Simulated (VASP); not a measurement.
# The (1 0 0) face of CdAu in VASP, part 3 of 5

Wanted: how the (1 0 0) face of CdAu relaxes, and what it costs to take an electron out. The start is a cell from a database of measured crystal structures.

VASP 6.6.1, plane waves and PAW; the level of theory is named at each step.

So far. Step 2 (The bulk reference): Energy at zero smearing: -10.96840 eV. Step 3 (Surface relaxation): The run ended after 18 ionic steps, 0.042 eV below its first step, once the forces on the free atoms met EDIFFG = -0.03.

### Step 4. Vacuum level and density of states (continued)

Level of this step: PBEsol; plane waves and PAW (Cd, Au) (VASP).

OUTCAR, selected parts (step 4):

```text
 Subroutine GETGRP returns: Found  2 space group operations
 (whereof  2 operations were pure point group operations)

The static configuration has the point symmetry C_1h.

 Found     12 irreducible k-points:

   k-points           NKPTS =     12   k-points in BZ     NKDIM =     12   number of bands    NBANDS=    102

   NELECT =     138.0000    total number of electrons

 dipolmoment           0.000000      0.000000     -0.004826 electrons x Angstroem

 E-fermi :   1.0455

 k-point     1 :       0.0000    0.0000    0.0000
  band No.  band energies     occupation
    ...
     65      -2.0269      2.00000
     66      -0.7582      2.00000
     67      -0.2492      2.00000
     68       0.1013      2.00000
     69       0.3757      2.00000
     70       1.1014      0.19844
     71       1.4312     -0.00000
     72       1.6959     -0.00000
     73       1.8516     -0.00000
     74       3.6317      0.00000
    ...

 k-point     2 :       0.1667    0.0000    0.0000
  band No.  band energies     occupation
    ...
     64      -2.1736      2.00000
     65      -1.6794      2.00000
     66      -0.1987      2.00000
     67       0.7968      2.00246
     68       1.0728      0.55502
     69       1.4407     -0.00000
     70       1.7657     -0.00000
     71       1.9922     -0.00000
     72       2.3680     -0.00000
     73       2.5105     -0.00000
    ...

  Total       -6.3051536     -4.3621471      0.3075894      0.0000000      0.2129721      0.0000000
  in kB      -24.4670390    -16.9272360      1.1935955      0.0000000      0.8264344      0.0000000
  external PRESSURE =     -13.4002265 kB  Pullay stress =       0.0000000 kB

 POSITION                                       TOTAL-FORCE (eV/Angst)
 -----------------------------------------------------------------------------------
      0.00000      1.51769      7.50000         0.000000     -0.080738     -0.315810
      0.00000      3.34671      9.88225         0.000000      0.273562      0.010535
      0.00000      1.51769     12.26450         0.000000     -0.219274      0.065261
      0.00000      3.44081     14.64509         0.000000     -0.002250     -0.000165
      0.00000      1.43148     17.02046         0.000000     -0.026402     -0.001247
      0.00000      3.40029     19.51917         0.000000      0.028971      0.014723
      1.57700      3.94989      7.50000         0.000000     -0.048788      0.119599
      1.57700      0.91451      9.88225         0.000000     -0.045074      0.149145
      1.57700      3.94989     12.26450         0.000000      0.091358     -0.079254
      1.57700      0.97173     14.64504         0.000000      0.031102      0.006636
      1.57700      3.87297     17.03811         0.000000      0.002610      0.017979
      1.57700      0.97026     19.36881         0.000000     -0.005077      0.012598
 -----------------------------------------------------------------------------------
    total drift:                                0.000000     -0.002485     -0.009207

  FREE ENERGIE OF THE ION-ELECTRON SYSTEM (eV)
  ---------------------------------------------------
  free  energy   TOTEN  =       -31.3449838771 eV

  energy  without entropy=      -31.3423712531  energy(sigma->0) =      -31.34411300

 vacuum level on the upper side and lower side of the slab         5.722         5.786

 total charge
# of ion       s       p       d       tot
------------------------------------------
    1        0.499   0.287   9.481  10.267
    2        0.466   0.346   9.489  10.300
    3        0.464   0.352   9.487  10.303
    4        0.462   0.353   9.488  10.303
    5        0.463   0.347   9.490  10.300
    6        0.498   0.271   9.482  10.252
    7        0.606   0.258   8.728   9.592
    8        0.606   0.327   8.724   9.657
    9        0.602   0.342   8.715   9.659
   10        0.603   0.339   8.717   9.660
   11        0.605   0.315   8.726   9.646
   12        0.606   0.265   8.725   9.597
--------------------------------------------------
tot          6.481   3.803 109.251 119.536

[... 5 parts as in an earlier step ...]

[... 6 further parts left out ...]
```

Numbers from this step:

| Item | Value |
| --- | --- |
| electronic cycles | 18 |
| Fermi energy | 1.046 eV |
| DOS at the Fermi level | 6.590 states/eV/cell |
| dipole moment | 0, 0, -0.004826 e·Å |
| vacuum levels | 5.722, 5.786 eV |
| work functions of the upper and lower face | 4.677, 4.740 eV |

The electronic bands at the labelled points (eV, zero at the Fermi level; # counts the bands kept, so #1 is VASP's band 8):

| point | #59 | #60 | #61 | #62 | #63 | #64 | #65 | #66 |
| --- | --- | --- | --- | --- | --- | --- | --- | --- |
| Γ | -1.80 | -1.29 | -0.94 | -0.67 | 0.06 | 0.39 | 0.65 | 0.81 |
| 0.46 of the way | -0.86 | 0.45 | 0.75 | 1.00 | 1.11 | 1.33 | 1.92 | 2.03 |
| X | -1.27 | -0.59 | -0.47 | 0.52 | 0.92 | 1.82 | 2.23 | 3.30 |
| 0.54 of the way | -1.28 | -0.54 | -0.37 | 0.38 | 0.61 | 0.73 | 1.14 | 1.14 |
| S | -1.17 | -1.03 | -0.85 | -0.81 | -0.78 | -0.29 | -0.28 | 1.07 |
| 0.54 of the way | -2.84 | -2.31 | -2.00 | -0.85 | -0.72 | 0.85 | 0.95 | 3.04 |
| Y | -3.09 | -2.78 | -2.58 | -1.74 | -1.52 | 0.04 | 0.10 | 1.71 |
| 0.54 of the way | -2.78 | -2.71 | -2.07 | -1.20 | -1.03 | -0.17 | 0.29 | 1.82 |
| Γ | -1.80 | -1.29 | -0.94 | -0.67 | 0.06 | 0.39 | 0.65 | 0.81 |
| 0.46 of the way | -2.04 | -1.37 | -0.79 | -0.22 | 0.20 | 1.32 | 1.52 | 2.65 |
| S | -1.17 | -1.03 | -0.85 | -0.81 | -0.78 | -0.29 | -0.28 | 1.07 |

Of the projections kept (Cd, Au), the largest for each band there; the rest of the weight can lie on other orbitals:

| point | #59 | #60 | #61 | #62 | #63 | #64 | #65 | #66 |
| --- | --- | --- | --- | --- | --- | --- | --- | --- |
| Γ | Au 0.73 | Au 0.63 | Au 0.55 | Au 0.60 | Au 0.57 | Au 0.66 | Au 0.60 | Au 0.62 |
| X | Au 0.91 | Au 0.85 | Au 0.52 | Au 0.81 | Cd 0.55 | Au 0.92 | Cd 0.76 | Cd 0.57 |
| S | Au 0.82 | Au 0.63 | Au 0.62 | Au 0.74 | Au 0.71 | Au 0.60 | Au 0.61 | Au 0.87 |
| Y | Au 0.99 | Au 0.94 | Au 0.89 | Au 0.79 | Au 0.73 | Au 0.58 | Au 0.71 | Au 0.61 |
| Γ | Au 0.73 | Au 0.63 | Au 0.55 | Au 0.60 | Au 0.57 | Au 0.66 | Au 0.60 | Au 0.62 |
| S | Au 0.82 | Au 0.63 | Au 0.62 | Au 0.74 | Au 0.71 | Au 0.60 | Au 0.61 | Au 0.87 |

The density of states has structure finer than the step of the table below, so its rows give means over 0.5 eV, whole bins alone (the curve runs from -10.7 to 8.00 eV). Peaks (eV: height): total -8.93: 57.1, -8.48: 55.5, -4.99: 34.1, -3.60: 37.9; Cd s -6.07: 1.52, 2.21: 1.53, 3.19: 1.24, 3.97: 1.47; Cd p 4.02: 1.27, 4.80: 1.44, 6.03: 1.20, 7.05: 1.49; Cd d -8.93: 49.8, -8.48: 49.2; Au s -9.12: 1.06, -1.39: 1.29, 0.55: 1.20, 2.21: 1.22.

Density of states against energy, zero at the Fermi level; means over each step; values in states/eV/cell:

| energy (eV) | total | Cd s | Cd p | Cd d | Au s | Au p | Au d |
| --- | --- | --- | --- | --- | --- | --- | --- |
| -10.0 | -0.0177 | -9.2e-4 | 0 | -0.0109 | -0.00176 | 0 | -4.0e-4 |
| -9.5 | 13.7 | 0.0843 | 0.0166 | 11.3 | 0.375 | 0.0453 | 0.363 |
| -9.0 | 52.3 | 0.457 | 0.0921 | 44.9 | 0.665 | 0.209 | 1.30 |
| -8.5 | 46.7 | 0.246 | 0.0731 | 42.0 | 0.319 | 0.143 | 0.825 |
| -8.0 | 10.0 | 0.155 | 0.0264 | 8.82 | 0.152 | 0.0324 | 0.0842 |
| -7.5 | 1.78 | 0.278 | 0.0536 | 0.276 | 0.338 | 0.0485 | 0.0760 |
| -7.0 | 2.78 | 0.422 | 0.106 | 0.310 | 0.489 | 0.0961 | 0.239 |
| -6.5 | 3.15 | 0.423 | 0.129 | 0.271 | 0.470 | 0.103 | 0.566 |
| -6.0 | 7.55 | 0.852 | 0.187 | 0.625 | 0.386 | 0.162 | 3.34 |
| -5.5 | 8.66 | 0.528 | 0.240 | 0.503 | 0.250 | 0.114 | 5.16 |
| -5.0 | 24.3 | 0.331 | 0.496 | 1.21 | 0.531 | 0.268 | 17.6 |
| -4.5 | 20.5 | 0.178 | 0.374 | 0.855 | 0.259 | 0.203 | 15.9 |
| -4.0 | 26.6 | 0.171 | 0.363 | 0.936 | 0.217 | 0.180 | 21.9 |
| -3.5 | 27.4 | 0.127 | 0.171 | 0.865 | 0.277 | 0.194 | 23.4 |
| -3.0 | 9.64 | 0.172 | 0.141 | 0.236 | 0.269 | 0.197 | 7.43 |
| -2.5 | 4.55 | 0.209 | 0.185 | 0.171 | 0.524 | 0.207 | 2.12 |
| -2.0 | 1.76 | 0.118 | 0.0834 | 0.0418 | 0.154 | 0.0955 | 0.811 |
| -1.5 | 5.93 | 0.324 | 0.418 | 0.259 | 0.790 | 0.488 | 1.69 |
| -1.0 | 2.40 | 0.139 | 0.209 | 0.0676 | 0.260 | 0.212 | 0.602 |
| -0.5 | 3.63 | 0.335 | 0.306 | 0.126 | 0.264 | 0.398 | 0.805 |
| 0.0 | 3.81 | 0.265 | 0.387 | 0.135 | 0.372 | 0.448 | 0.589 |
| 0.5 | 4.61 | 0.416 | 0.410 | 0.189 | 0.563 | 0.484 | 0.765 |
| 1.0 | 3.85 | 0.256 | 0.392 | 0.171 | 0.478 | 0.453 | 0.562 |
| 1.5 | 2.80 | 0.291 | 0.287 | 0.105 | 0.245 | 0.360 | 0.375 |
| 2.0 | 3.35 | 0.379 | 0.235 | 0.165 | 0.594 | 0.304 | 0.410 |
| 2.5 | 5.25 | 0.857 | 0.430 | 0.193 | 0.511 | 0.488 | 0.682 |
| 3.0 | 4.17 | 0.599 | 0.329 | 0.177 | 0.511 | 0.361 | 0.563 |
| 3.5 | 3.16 | 0.328 | 0.316 | 0.121 | 0.446 | 0.351 | 0.283 |
| 4.0 | 6.19 | 0.714 | 0.673 | 0.218 | 0.503 | 0.687 | 0.553 |
| 4.5 | 5.21 | 0.435 | 0.530 | 0.207 | 0.479 | 0.583 | 0.389 |
| 5.0 | 7.32 | 0.573 | 0.844 | 0.270 | 0.338 | 0.868 | 0.595 |
| 5.5 | 6.29 | 0.376 | 0.715 | 0.176 | 0.330 | 0.501 | 0.424 |
| 6.0 | 7.65 | 0.365 | 0.922 | 0.318 | 0.356 | 0.930 | 0.526 |
| 6.5 | 5.53 | 0.148 | 0.611 | 0.179 | 0.219 | 0.610 | 0.310 |
| 7.0 | 8.04 | 0.301 | 0.856 | 0.297 | 0.230 | 0.830 | 0.478 |
| 7.5 | 6.65 | 0.232 | 0.818 | 0.233 | 0.222 | 0.673 | 0.371 |

The planar average of the electrostatic potential oscillates, so the rows of the table below give means over windows of 2.41 Å about each position, cut where the curve ends. Its maxima inside the range that stand out by 2 % of the span (Å: eV): 8.6: 0.413, 11.1: 0.320, 13.5: 0.333, 15.8: 0.336, 18.3: 0.616. Its minima: 7.5: -11.9, 9.9: -12.4, 12.2: -12.4, 14.7: -12.4, 17.0: -12.4, 19.4: -11.8.

Zero at the Fermi level. Planar average of the electrostatic potential against height; means over each step:

height (Å), planar average of the electrostatic potential (eV) and a bar from the least value:
```
     1.21        4.7 ##############################
     3.62        4.7 ##############################
     6.03        1.2 ####################
     8.44       -6.0 #
    10.85       -6.3 
    13.26       -6.3 
    15.67       -6.2 
    18.08       -6.1 #
    20.48       -1.6 #############
    22.90        4.7 ##############################
    25.30        4.7 ##############################
```

Density of states in the PAW spheres, an atom over height of the layer and energy from the Fermi level.

Ten even steps from '0' (0.03 states/eV) to '9' (5.57 states/eV), each cell a mean:
```
0000000
0000000
0000000
0000000
0000000
0000000
0000000
0000000
0000010
3100160
5222390
3333370
3223260
1323330
1344310
0111100
0111100
0000000
0000000
0000000
0000000
0000001
```
Columns: height of the layer (Å) from 7.5 to 19.5 (not evenly spaced); rows upwards: energy from the Fermi level (eV) from -7.9 to 0.5.

Force by atom:

| atom | x (eV/Å) | y (eV/Å) | z (eV/Å) | size |
| --- | --- | --- | --- | --- |
| Cd1 | 0.000 | -0.081 | -0.316 | 0.326 |
| Cd2 | 0.000 | 0.274 | 0.011 | 0.274 |
| Cd3 | 0.000 | -0.219 | 0.065 | 0.229 |
| Cd4 | 0.000 | -0.002 | 0.000 | 0.002 |
| Cd5 | 0.000 | -0.026 | -0.001 | 0.026 |
| Cd6 | 0.000 | 0.029 | 0.015 | 0.032 |
| Au7 | 0.000 | -0.049 | 0.120 | 0.129 |
| Au8 | 0.000 | -0.045 | 0.149 | 0.156 |
| Au9 | 0.000 | 0.091 | -0.079 | 0.121 |
| Au10 | 0.000 | 0.031 | 0.007 | 0.032 |
| Au11 | 0.000 | 0.003 | 0.018 | 0.018 |
| Au12 | 0.000 | -0.005 | 0.013 | 0.014 |

Electrostatic potential energy in the cb plane at fractional x = 0.000, with atoms of Cd within 0.2 Å of it. With pseudopotentials it is smooth inside the atoms' cores, unlike the true potential.

Ten even steps from '0' (-14 eV) to '9' (6 eV), each cell a mean:
```
99999999999999999999889987666789888888765578
99999999999999999999888875222578888887421136
99999999999999999999888862000258888886200014
99999999999999999999888741000147888885100003
99999999999999999998888751000147888886200014
99999999999999999987667763101367765677421136
99999999999999999863223676434676322357754567
99999999999999998731001377777774100136887887
99999999999999998620000268888863000026888887
99999999999999998630001378888873100026888887
99999999999999999752112578888875211247888888
99999999999999999876446788888887644578888888
99999999999999999998888898888898877888888888
```
Columns run along c (16.0 Å, from fractional 0.00 to 0.59 of the cell; values clipped at the 3rd and 97th percentile), rows up along b (4.9 Å). Atoms in or near the plane, at fractional coordinates: Cd at (0.28, 0.31), Cd at (0.37, 0.69), Cd at (0.46, 0.31), Cd at (0.54, 0.71).

ELF in the cb plane at fractional x = 0.000, with atoms of Cd within 0.2 Å of it. It is the smooth field of the valence electrons, not physical close to the nuclei.

Values, 7 rows by 16 columns, each cell a mean:
```
0.00 0.00 0.00 0.00 0.01 0.05 0.17 0.24 0.17 0.18 0.19 0.16 0.21 0.16 0.20 0.18
0.00 0.00 0.00 0.00 0.01 0.11 0.17 0.24 0.20 0.16 0.14 0.20 0.22 0.20 0.10 0.16
0.00 0.00 0.00 0.00 0.00 0.16 0.19 0.23 0.20 0.15 0.14 0.21 0.21 0.20 0.13 0.18
0.00 0.00 0.00 0.00 0.08 0.12 0.20 0.21 0.20 0.21 0.21 0.20 0.21 0.20 0.21 0.20
0.00 0.00 0.00 0.00 0.01 0.25 0.24 0.04 0.18 0.21 0.21 0.19 0.03 0.21 0.22 0.21
0.00 0.00 0.00 0.00 0.07 0.13 0.21 0.16 0.20 0.20 0.21 0.19 0.15 0.19 0.22 0.21
0.00 0.00 0.00 0.00 0.01 0.06 0.17 0.21 0.15 0.17 0.18 0.15 0.18 0.15 0.19 0.17
```
Columns run along c (16.0 Å, from fractional 0.00 to 0.59 of the cell), rows up along b (4.9 Å). Atoms in or near the plane, at fractional coordinates: Cd at (0.28, 0.31), Cd at (0.37, 0.69), Cd at (0.46, 0.31), Cd at (0.54, 0.71).

Valence density in the cb plane at fractional x = 0.000, with atoms of Cd within 0.2 Å of it. It is the smooth field of the valence electrons, not physical close to the nuclei.

Values in e/Å³, 7 rows by 16 columns, each cell a mean:
```
0.0 0.0 0.0 0.0 0.0 0.0 0.1 0.2 0.1 0.4 0.4 0.1 0.2 0.1 0.7 0.4
0.0 0.0 0.0 0.0 0.0 0.0 0.1 0.2 0.2 2.9 3.1 0.2 0.2 0.3 4.8 2.2
0.0 0.0 0.0 0.0 0.0 0.0 0.1 0.2 0.2 3.3 3.5 0.2 0.2 0.3 3.9 1.8
0.0 0.0 0.0 0.0 0.0 0.0 0.2 1.4 0.4 0.5 0.5 0.4 1.4 0.3 0.4 0.3
0.0 0.0 0.0 0.0 0.0 0.0 0.5 6.4 1.5 0.2 0.2 1.3 6.5 0.7 0.2 0.2
0.0 0.0 0.0 0.0 0.0 0.0 0.3 3.0 0.8 0.2 0.2 0.7 3.0 0.4 0.2 0.2
0.0 0.0 0.0 0.0 0.0 0.0 0.1 0.3 0.1 0.1 0.1 0.1 0.3 0.1 0.2 0.1
```
Columns run along c (16.0 Å, from fractional 0.00 to 0.59 of the cell), rows up along b (4.9 Å). Atoms in or near the plane, at fractional coordinates: Cd at (0.28, 0.31), Cd at (0.37, 0.69), Cd at (0.46, 0.31), Cd at (0.54, 0.71).

The map of layer states is cut here 0.5 eV above the Fermi level, so it leaves out the states above that.

The vacuum level lies 4.68 eV above the Fermi level at the upper face; the two faces differ by 0.06 eV, the step that the slab's dipole of -0.005 e·Å makes.

The program found no field-free point at its default tolerance, but its printed level agrees with the flat part of the planar average.

On this mesh the fine structure of the density of states is sampling noise, and high empty states may be cut by the number of bands.

### Step 5. Tunnelling image, filled states within 0.5 eV

A partial density over this window, at constant height above the top atom, is the Tersoff-Hamann picture of a tunnelling image.

Input file INCAR:

```
SYSTEM = CdAu
PREC = Normal
ENCUT = 300
EDIFF = 1E-05
NELM = 120
ISMEAR = 1
SIGMA = 0.1
LREAL = .FALSE.
ALGO = Fast
GGA = PS
NBANDS = 102
LWAVE = .FALSE.
LCHARG = .FALSE.
ISTART = 1
LPARD = .TRUE.
NBMOD = -3
EINT = -0.5 0
LSEPB = .FALSE.
LSEPK = .FALSE.
```

Input file POSCAR:

```
CdAu
1.0
    3.1540000000      0.0000000000      0.0000000000
    0.0000000000      4.8644000000      0.0000000000
    0.0000000000      0.0000000000     26.9112500000
Cd Au
6 6
Direct
    0.0000000000      0.3120000000      0.2786938500
    0.0000000000      0.6880000000      0.3672163100
    0.0000000000      0.3120000000      0.4557387700
    0.0000000000      0.7073454369      0.5441995068
    0.0000000000      0.2942775217      0.6324664963
    0.0000000000      0.6990143113      0.7253163562
    0.5000000000      0.8120000000      0.2786938500
    0.5000000000      0.1880000000      0.3672163100
    0.5000000000      0.8120000000      0.4557387700
    0.5000000000      0.1997626638      0.5441975540
    0.5000000000      0.7961866974      0.6331221375
    0.5000000000      0.1994623807      0.7197289409
```

Input file KPOINTS:

```
Automatic mesh
0
Gamma
6 4 1
0 0 0
```

Potentials, in the order of the species: Cd and Au (PBE family, release 64).

The run starts from files that an earlier step left in the folder.

Command:

```sh
$ mpirun -np 2 vasp_std
```

The log of the run:

```text
[banner, memory and clock lines left out]
running    2 mpi-ranks, on    1 nodes
 distrk:  each k-point on    2 cores,    1 groups
 distr:  one band on    1 cores,    2 groups

 POSCAR found type information on POSCAR CdAu
 POSCAR found :  2 types and      12 ions
|                                                                             |
|               ----> ADVICE to this user running VASP <----                  |
|                                                                             |
|     You enforced a specific xc type in the INCAR file but a different       |
|     [... a line on the potential file left out ...]
|     I HOPE YOU KNOW WHAT YOU ARE DOING!                                     |
|                                                                             |

 LDA part: xc-table for (Slater+PW92), standard interpolation
 found WAVECAR, reading the header
 POSCAR, INCAR and KPOINTS ok, starting setup
 FFT: planning ... GRIDC
 FFT: planning ... GRID_SOFT
 FFT: planning ... GRID
 reading WAVECAR
 the WAVECAR file was read successfully
Calculating partial charge density.
NDMOD =  -3
Energy range w.r.t. Fermi energy from INCAR:   -0.500   0.000
Efermi =    1.045
No KPOINTS given: use all of them.

*****************************************************
* Parameters from pardens
*****************************************************

NBMOD is set to  -3
Selected energy range (EINT)    0.5455   1.0455
Selected all k-points to calculate charge density.
k-point no.    1; bands inside the range    0

k-point no.    2; bands inside the range    1
  67
k-point no.    3; bands inside the range    2
  66  67
k-point no.    4; bands inside the range    1
  68
k-point no.    5; bands inside the range    1
  71
k-point no.    6; bands inside the range    1
  70
k-point no.    7; bands inside the range    1
  68
k-point no.    8; bands inside the range    1
  68
k-point no.    9; bands inside the range    0

k-point no.   10; bands inside the range    0

k-point no.   11; bands inside the range    1
  69
k-point no.   12; bands inside the range    2
  71  72
Finished calculating partial charge density.
VASP will stop now.
```

Wall time 3.8 s (2 MPI ranks of AMD EPYC 7R43, shared host); 6.4 s of CPU time.

From OUTCAR (step 5):

```text
   NELECT =     138.0000    total number of electrons

[... 8 parts as in an earlier step ...]

[... 2 further parts left out ...]
```

Local density of states in the window along a and b. Constant height, 2.5 Å above the top atom.

Ten even steps from '0' (3.15 × 1e-4 e/Å³) to '9' (5.87 × 1e-4 e/Å³), each cell a mean:
```
6666665554444444444455566666
7777666554444333444455666777
8888776654443333344456677888
9998876654433333334456678899
9999876654433222334456678999
9999876654332222233456678999
9998876543322111223345678899
8887765443211111112344567788
7776654332110000011233456677
6665543321100000001123345566
5544433211000000000112334445
4433322211000000000112223334
3333222111100000001111222333
3332222211111111111112222233
3333222222222222222222222333
3333333333333333333333333333
3333333333444444444333333333
4444444444444444444444444444
4444444444455555554444444444
4444444555555555555555444444
5555555555544555445555555555
5555555554444444444455555555
```
Columns: along a (fractional) from 0 to 0.964; rows upwards: along b (fractional) from 0 to 0.979.

Partial charge density in the cb plane at fractional x = 0.000, with atoms of Cd within 0.2 Å of it. It is the smooth field of the valence electrons, not physical close to the nuclei.

Ten steps, logarithmic in the rise over the least value, from '0' (0.00 × 1e-2 Å⁻³) to '9' (1.50 × 1e-2 Å⁻³), each cell a mean:
```
00000000000012356899999877777777788877777777
00000000000012356899999888777777788887778887
00000000000012356789999988887788888887789888
00000000000012346789999998888888888888899898
00000000000012346789999998788889998888888789
00000000000012346789999999888889999988889899
00000000000012356899999999887889999888899999
00000000000012357898888888877789888888888998
00000000000012457897688777776678889987888888
00000000000012457898798777776678899877888888
00000000000012457899998767777677788777888878
00000000000012457899998766777777777777788877
00000000000012356899998766777777777777788877
```
Columns run along c (16.0 Å, from fractional 0.00 to 0.59 of the cell), rows up along b (4.9 Å). Atoms in or near the plane, at fractional coordinates: Cd at (0.28, 0.31), Cd at (0.37, 0.69), Cd at (0.46, 0.31), Cd at (0.54, 0.71).

Shared out to the nearest atoms, the partial charge density has 57 % on Au; its largest share on one atom is 11 % (Au7), and it takes 9 of the 12 atoms to pass 80 %.

Between its 5th and 95th percentile the partial density varies by a factor of 1.6, which sets the contrast of the image.

(Part 3 of 5 ends here.)

[Lines on the potential files, build, host, timing and source positions are cut from VASP's logs without a mark.]

[Logs are printed without paths, hosts, clocks, repeated set-up lines and the standing remarks that a program may print on its own settings, such as how far it seeks lower states.]

[Hosts, paths, dates, database ids (printed as entryN), source tags and the programs' standing remarks are cut or masked in the printed files.]

[In band tables of VASP the shares of atoms and orbitals are scaled to a sum of 1 inside the atoms' spheres.]

[Runs that stopped without an error message from VASP are left out.]
